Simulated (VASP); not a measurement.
An input for Quantum ESPRESSO's pw.x (written as the equivalent of a VASP run, and not itself run):

```
&CONTROL
  calculation = 'vc-relax'
  pseudo_dir = './pseudo'
  outdir = './out'
  tprnfor = .true.
  tstress = .true.
  nstep = 40
  forc_conv_thr = 0.00078
/
&SYSTEM
  ibrav = 0
  nat = 2
  ntyp = 2
  ecutwfc = 84
  occupations = 'smearing'
  smearing = 'methfessel-paxton'
  degauss = 0.00735
  input_dft = 'pz'
/
&ELECTRONS
  conv_thr = 7.3e-08
  electron_maxstep = 100
/
&IONS
/
&CELL
  press = 450
/
ATOMIC_SPECIES
  Y 88.906 Y.upf
  N 14.007 N.upf
CELL_PARAMETERS angstrom
     0.0000000    2.2752297    2.2752297
     2.2752297   -0.0000000    2.2752297
     2.2752297    2.2752297    0.0000000
ATOMIC_POSITIONS crystal
  Y    1.0000000  0.0000000  1.0000000
  N    0.5000000  0.5000000  0.5000000
K_POINTS automatic
  14 14 14 0 0 0
```

### Question
Write the VASP files for the same calculation (LDA).

### Answer
Several could match; the one computed here: 
INCAR:
```
ALGO = Normal
EDIFF = 1E-6
EDIFFG = -0.02
ENCUT = 620
IBRION = 2
ISIF = 3
ISMEAR = 1
LASPH = .TRUE.
LCHARG = .FALSE.
LMAXMIX = 4
LREAL = .FALSE.
LWAVE = .FALSE.
NELM = 100
NSW = 40
PREC = Accurate
PSTRESS = 450
SIGMA = 0.1
SYSTEM = YN
```

**POSCAR**
```
YN
1
    0.0000000000     2.2752297238     2.2752297238
    2.2752297238    -0.0000000000     2.2752297238
    2.2752297238     2.2752297238     0.0000000000
Y N
1 1
Direct
  1.0000000000   0.0000000000   1.0000000000
  0.5000000000   0.5000000000   0.5000000000
```

File KPOINTS:
```
Automatic
0
G
14 14 14
0 0 0
```

POTCAR, in this order: Y_sv N (LDA.64 set). Program: vasp_std.

The two are equivalent in intent, not identical: the potentials are each code's own (VASP's PAW set, PseudoDojo norm-conserving files in pw.x), so ENCUT and ecutwfc are chosen apart and not converted; conv_thr bounds pw.x's estimated SCF error, while EDIFF bounds the energy change between steps; forc_conv_thr acts on force components and is met together with etot_conv_thr.

The compound is YN in the rock salt structure. It was relaxed first under an external pressure of 45 GPa.
